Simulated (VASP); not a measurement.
# Be3Se2O (P-62m) in VASP: density of states with PBE

Aim: the density of states of Be3Se2O with PBE.

Program: VASP 6.6.1. These are calculated values, not measurements. Logs are shortened: lines on timing, memory, paths and dates and some standing lists are left out, and cuts for length are marked.

**1. The crystal as given**

It takes space group P-62m (No. 189, hexagonal). Conventional cell: a = 5.776 Å, b = 5.776 Å, c = 5.274 Å, α = 90.00°, β = 90.00°, γ = 120.00°. Be (site symmetry m2m) is surrounded by 1 O at 1.55 Å. Around Se (site symmetry -6) lie 3 Be at 2.14 Å. Around O (site symmetry -62m) lie 3 Be at 1.55 Å.

The cell was built by a generator and needn't be a form met in nature.

**2. Density of states, PBE**

File POSCAR:

```
Be3Se2O                                 
1.0
    5.7761425774      0.0000000000      0.0000000000
   -2.8880712937      5.0022862137     -0.0000000000
    0.0000000000      0.0000000000      5.2743464461
  Be              Se              O             
     3     2     1
Direct
     0.7313913575951316    0.0000000000000040    0.1906263483393422
     0.9999999999999944    0.7313913575951129    0.1906263483393422
     0.2686086424048736    0.2686086424048832    0.1906263483393422
     0.3333333300000021    0.6666666699999979    0.1906709238307694
     0.6666666699999979    0.3333333300000021    0.1906709238307694
     1.0000000000000000    1.0000000000000000    0.1906607573204247
```

File INCAR.step1:

```
  PREC = Accurate
  ENCUT = 520
  EDIFF = 1E-7
  ISMEAR = 0
  SIGMA = 0.03
  LREAL = False
  LASPH = True
  NELM = 100
  ALGO = Normal
  ISIF = 2
  LWAVE = False
  LCHARG = True
  GGA = PE
  NBANDS = 21
  KPAR = 4
```

File KPOINTS.step1:

```
regular mesh
0
Gamma
  6 6 6
```

File INCAR.step2:

```
  PREC = Accurate
  ENCUT = 520
  EDIFF = 1E-7
  ISMEAR = -5
  SIGMA = 0.03
  LREAL = False
  LASPH = True
  NELM = 100
  ALGO = Normal
  ISIF = 2
  LWAVE = False
  LCHARG = False
  GGA = PE
  LORBIT = 11
  NBANDS = 21
  KPAR = 4
  NEDOS = 1001
  ICHARG = 11
```

File KPOINTS.step2:

```
regular mesh
0
Gamma
  9 9 9
```

Potentials or basis: VASP PAW PBE potentials, release 64 (Be, Se, O).

Command:

```
> cat potpaw_PBE.64/Be/POTCAR potpaw_PBE.64/Se/POTCAR potpaw_PBE.64/O/POTCAR > POTCAR
> cp INCAR.step1 INCAR
> cp KPOINTS.step1 KPOINTS
> mpirun -np 4 vasp_std > vasp.out
> cp INCAR.step2 INCAR
> cp KPOINTS.step2 KPOINTS
> mpirun -np 4 vasp_std > vasp.out
```

OUTCAR:

```text
PREC = Accurate
   ENCUT = 520
   EDIFF = 1E-7
   ISMEAR = -5
   LREAL = False
   LASPH = True
   NELM = 100
   ISIF = 2
   GGA = PE
   LORBIT = 11
   ICHARG = 11

 ion  position               nearest neighbor table
   1  0.731  0.000  0.191-   6 1.55   5 2.14   4 2.14
   2  1.000  0.731  0.191-   6 1.55   4 2.14   5 2.14
   3  0.269  0.269  0.191-   6 1.55   5 2.14   4 2.14
   4  0.333  0.667  0.191-   2 2.14   1 2.14   3 2.14
   5  0.667  0.333  0.191-   1 2.14   2 2.14   3 2.14
   6  0.000  0.000  0.191-   1 1.55   3 1.55   2 1.55

  LATTYP: Found a hexagonal cell.
 ALAT       =     5.7761425774
 C/A-ratio  =     0.9131260829

  Lattice vectors:

 A1 = (   5.7761425774,   0.0000000000,   0.0000000000)
 A2 = (  -2.8880712937,   5.0022862137,   0.0000000000)
 A3 = (   0.0000000000,   0.0000000000,   5.2743464461)

Analysis of symmetry for initial positions (statically):
=====================================================================
 Subroutine PRICEL returns:
 Original cell was already a primitive cell.

 Routine SETGRP: Setting up the symmetry group for a
 hexagonal supercell.

 Subroutine GETGRP returns: Found  6 space group operations
 (whereof  6 operations were pure point group operations)
 out of a pool of 24 trial point group operations.

The static configuration has the point symmetry C_3v.

Analysis of symmetry for dynamics (positions and initial velocities):
=====================================================================
 Subroutine PRICEL returns:
 Original cell was already a primitive cell.

 Routine SETGRP: Setting up the symmetry group for a
 hexagonal supercell.

 Subroutine GETGRP returns: Found  6 space group operations
 (whereof  6 operations were pure point group operations)
 out of a pool of 24 trial point group operations.

The dynamic configuration has the point symmetry C_3v.

 Subroutine INISYM returns: Found  6 space group operations
 (whereof  6 operations are pure point group operations),
 and found     1 'primitive' translations

----------------------------------------------------------------------------------------

                                     Primitive cell

  volume of cell :     152.3965

  direct lattice vectors                    reciprocal lattice vectors
     5.776142577  0.000000000  0.000000000     0.173125920  0.099954297  0.000000000
    -2.888071294  5.002286214  0.000000000     0.000000000  0.199908593  0.000000000
     0.000000000  0.000000000  5.274346446     0.000000000  0.000000000  0.189596950

  length of vectors
     5.776142577  5.776142585  5.274346446     0.199908594  0.199908593  0.189596950

  position of ions in fractional coordinates (direct lattice)
     0.731391358  0.000000000  0.190626348
     1.000000000  0.731391358  0.190626348
     0.268608642  0.268608642  0.190626348
     0.333333330  0.666666670  0.190670924
     0.666666670  0.333333330  0.190670924
     0.000000000  0.000000000  0.190660757

  ion indices of the primitive-cell ions
   primitive index   ion index
                 1           1
                 2           2
                 3           3
                 4           4
                 5           5
                 6           6

----------------------------------------------------------------------------------------

 KPOINTS: regular mesh

Automatic generation of k-mesh.
 Grid dimensions read from file:
 generate k-points for:    9    9    9

 Generating k-lattice:

  Cartesian coordinates                     Fractional coordinates (reciprocal lattice)
     0.019236213  0.011106033  0.000000000     0.111111111  0.000000000  0.000000000
     0.000000000  0.022212066  0.000000000     0.000000000  0.111111111  0.000000000
     0.000000000  0.000000000  0.021066328     0.000000000  0.000000000  0.111111111

  Length of vectors
     0.022212066  0.022212066  0.021066328

  Shift w.r.t. Gamma in fractional coordinates (k-lattice)
     0.000000000  0.000000000  0.000000000

 TETIRR: Found   1383 inequivalent tetrahedra from     4374

 Subroutine IBZKPT returns following result:
 ===========================================

 Found     88 irreducible k-points:

 Following reciprocal coordinates:
            Coordinates               Weight
  0.000000  0.000000  0.000000      1.000000
  0.111111  0.000000  0.000000      6.000000
  0.222222  0.000000  0.000000      6.000000
  0.333333 -0.000000  0.000000      6.000000
  0.444444  0.000000  0.000000      6.000000
  0.111111  0.111111  0.000000      6.000000
[... 16 lines left out ...]
 -0.111111  0.444444  0.111111     12.000000
  0.444444  0.111111  0.111111      6.000000
 [... further k-points ...]
   k-points           NKPTS =     88   k-points in BZ     NKDIM =     88   number of bands    NBANDS=     21
   number of dos      NEDOS =   1001   number of ions     NIONS =      6
   total plane-waves  NPLWV =  92160
   dimension x,y,z NGX =    48 NGY =   48 NGZ =   40
   dimension x,y,z NGXF=    96 NGYF=   96 NGZF=   80
   ions per type =               3   2   1
   NGX,Y,Z   is equivalent  to a cutoff of  13.82, 13.82, 12.61 a.u.
   NGXF,Y,Z  is equivalent  to a cutoff of  27.63, 27.63, 25.22 a.u.
 SYSTEM =  unknown system
   PREC   = accura    normal or accurate (medium, high low for compatibility)
   ISTART =      0    job   : 0-new  1-cont  2-samecut
   ICHARG =     11    charge: 1-file 2-atom 10-const
   ISPIN  =      1    spin polarized calculation?
   LNONCOLLINEAR =      F non collinear calculations
   LSORBIT =      F    spin-orbit coupling
   LASPH  =      T    aspherical Exc in radial PAW
   ENCUT  =  520.0 eV  38.22 Ry    6.18 a.u.  10.74 10.74  9.81*2*pi/ulx,y,z
   NELM   =    100;   NELMIN=  2; NELMDL=  0     # of ELM steps
   EDIFF  = 0.1E-06   stopping-criterion for ELM
   LREAL  =      F    real-space projection
   EDIFFG = 0.1E-05   stopping-criterion for IOM
   NSW    =      0    number of steps for IOM
   IBRION =     -1    ionic relax: 0-MD 1-quasi-New 2-CG
   NFREE  =      0    steps in history (QN), initial steepest desc. (CG)
   ISIF   =      2    stress and relaxation
   ISYM   =      2    0-nonsym 1-usesym 2-fastsym
   POTIM  = 0.5000    time-step for ionic-motion
   TEBEG  =    0.0;   TEEND  =   0.0 temperature during run
   PSTRESS=    0.0 pullay stress
   NELECT =      24.0000    total number of electrons
   NUPDOWN=      -1.0000    fix difference up-down
   EMIN   =  10.00;   EMAX   =-10.00  energy-range for DOS
   EFERMI =   0.00;   METHOD = LEGACY
   ISMEAR =    -5;   SIGMA  =   0.03  broadening in eV -4-tet -1-fermi 0-gaus
   EFERMI_NEDOS =   21; number of points for ismear=-14 and -15
   IALGO  =     38    algorithm
   IMIX   =      4    mixing-type and parameters
     AMIX     =   0.40;   BMIX     =  1.00
     AMIX_MAG =   1.60;   BMIX_MAG =  1.00
  volume/ion in A,a.u.               =      25.40       171.40
  Fermi-wavevector in a.u.,A,eV,Ry     =   0.884070  1.670651 10.634049  0.781581
  Thomas-Fermi vector in A             =   2.004921
   LORBIT       =     11    0 simple, 1 ext, 2 COOP (PROOUT), +10 PAW based schemes
   GGA     = PE    functional components
   LHFCALC =     F    Hartree Fock is set to
   AEXX    =    0.0000 exact exchange contribution
   IVDW    =     0    specifies the selected vdW correction
   LEPSILON=     F    determine dielectric tensor
   LRPA    =     F    only Hartree local field effects (RPA)
 non-spin polarized calculation
 Fermi weights with tetrahedron method with Bloechl corrections
  energy-cutoff  :      520.00
  volume of cell :      152.40
 maximum number of plane-waves:      4128
 NGX is ok and might be reduce to    48

 number of electron      23.9999999 magnetization

 Free energy of the ion-electron system (eV)
  ---------------------------------------------------
  ext. energy  EPLUGINS =         0.00000000
  ---------------------------------------------------
  free energy    TOTEN  =       -30.45524276 eV

  energy without entropy =      -30.45524276  energy(sigma->0) =      -30.45524276

 E-fermi :  -0.3073     XC(G=0):  -6.6205

 val. band max:       -0.3274986619   @ k =   0.0000   0.0000   0.0000
 cond. band min:       2.5185380131   @ k =   0.0000   0.0000   0.0000
 fundamental gap:      2.8460366750
 Fermi energy:        -0.3073270373

 k-point     1 :       0.0000    0.0000    0.0000
  band No.  band energies     occupation
      1     -19.9198      2.00000
      2     -13.1256      2.00000
      3     -11.7191      2.00000
      4      -6.6924      2.00000
      5      -6.6923      2.00000
      6      -4.6581      2.00000
[... 13 lines left out ...]
     20       7.4648      0.00000
     21       7.5791      0.00000

 k-point     2 :       0.1111    0.0000    0.0000
  band No.  band energies     occupation
      1     -19.9196      2.00000
      2     -13.0999      2.00000
      3     -11.7712      2.00000
      4      -6.6991      2.00000
      5      -6.6791      2.00000
      6      -4.6344      2.00000
[... 13 lines left out ...]
     20       7.3871      0.00000
     21       7.6798      0.00000
[... 487 lines left out ...]
      5      -6.4565      2.00000
      6      -4.6629      2.00000
[... 13 lines left out ...]
     20       6.3644      0.00000
     21       7.2366      0.00000

 k-point    24 :       0.4444    0.1111    0.1111
  band No.  band energies     occupation
      1     -19.9175      2.00000
      2     -12.7471      2.00000
      3     -12.3230      2.00000
      4      -6.7205      2.00000
      5      -6.3933      2.00000
      6      -4.6966      2.00000
[... 13 lines left out ...]
     20       6.2928      0.00000
     21       7.1734      0.00000

 [... further k-points ...]

------------------------ aborting loop because EDIFF is reached ----------------------------------------

  FORCE on cell =-STRESS in cart. coord.  units (eV):
  Direction    XX          YY          ZZ          XY          YZ          ZX
  --------------------------------------------------------------------------------------
  -------------------------------------------------------------------------------------
  Total        0.0336223      0.0336223      0.0353801     -0.0000000      0.0000000      0.0000000
  in kB        0.3534781      0.3534781      0.3719586     -0.0000000      0.0000000      0.0000000
  external PRESSURE =       0.3596382 kB  Pullay stress =       0.0000000 kB

 VOLUME and BASIS-vectors are now :
 -----------------------------------------------------------------------------
  energy-cutoff  :      520.00
  volume of cell :      152.40
      direct lattice vectors                 reciprocal lattice vectors
     5.776142577  0.000000000  0.000000000     0.173125920  0.099954297  0.000000000
    -2.888071294  5.002286214  0.000000000     0.000000000  0.199908593  0.000000000
     0.000000000  0.000000000  5.274346446     0.000000000  0.000000000  0.189596950

 POSITION                                       TOTAL-FORCE (eV/Angst)
 -----------------------------------------------------------------------------------
      4.22462      0.00000      1.00543         0.005089      0.000000      0.000379
      3.66383      3.65863      1.00543        -0.002544      0.004407      0.000379
      0.77576      1.34366      1.00543        -0.002544     -0.004407      0.000379
     -0.00000      3.33486      1.00566         0.000000     -0.000000     -0.000244
      2.88807      1.66743      1.00566         0.000000      0.000000     -0.000244
      0.00000      0.00000      1.00561         0.000000     -0.000000     -0.000651
 -----------------------------------------------------------------------------------
    total drift:                                0.000001      0.000001      0.000645

  FREE ENERGIE OF THE ION-ELECTRON SYSTEM (eV)
  ---------------------------------------------------
  free  energy   TOTEN  =       -30.4552427645 eV

  energy  without entropy=      -30.4552427645  energy(sigma->0) =      -30.45524276

 total charge

# of ion       s       p       d       tot
------------------------------------------
    1        0.422   0.676   0.000   1.097
    2        0.422   0.676   0.000   1.097
    3        0.422   0.676   0.000   1.097
    4        1.420   2.547   0.025   3.992
    5        1.420   2.547   0.025   3.992
    6        1.542   3.635   0.000   5.177
--------------------------------------------------
tot          5.646  10.756   0.050  16.452
```

Wall time 84 s (4 MPI ranks of Intel Xeon Platinum 8259CL at 2.50GHz (Skylake/Cascade Lake), shared host); peak memory 0.45 GiB.

What came out:

* Valence electrons inside the program's atomic spheres: Be 1.10; Se 3.99; O 5.18

States per cell in windows of 1 eV (zero at the valence-band top; states under -8 eV left out):
```
from (eV)  total  O6_p  Se4_p  Se5_p  Be2_p  Be3_p  Be1_p
     -8.0   0.00  0.00   0.00   0.00   0.00   0.00   0.00
     -7.0   3.92  2.05   0.06   0.06   0.17   0.17   0.17
     -6.0   0.00  0.00   0.00   0.00   0.00   0.00   0.00
     -5.0   4.39  1.32   0.41   0.41   0.12   0.12   0.12
     -4.0   1.70  0.09   0.32   0.32   0.07   0.07   0.07
     -3.0   1.72  0.03   0.37   0.37   0.07   0.07   0.07
     -2.0   4.63  0.16   0.98   0.98   0.14   0.14   0.14
     -1.0   1.67  0.01   0.40   0.40   0.01   0.01   0.01
      0.0   0.00  0.00   0.00   0.00   0.00   0.00   0.00
      1.0   0.00  0.00   0.00   0.00   0.00   0.00   0.00
      2.0   0.01  0.00   0.00   0.00   0.00   0.00   0.00
      3.0   2.06  0.08   0.02   0.02   0.10   0.10   0.10
      4.0   3.96  0.08   0.07   0.07   0.26   0.26   0.26
      5.0   3.88  0.11   0.11   0.11   0.21   0.21   0.21
      6.0   3.41  0.10   0.12   0.12   0.19   0.19   0.19
      7.0   3.65  0.07   0.11   0.11   0.17   0.17   0.17
```

Caveat: this functional lacks dispersion, which binds the layers, so the pressure and a relaxed spacing across them are unreliable.
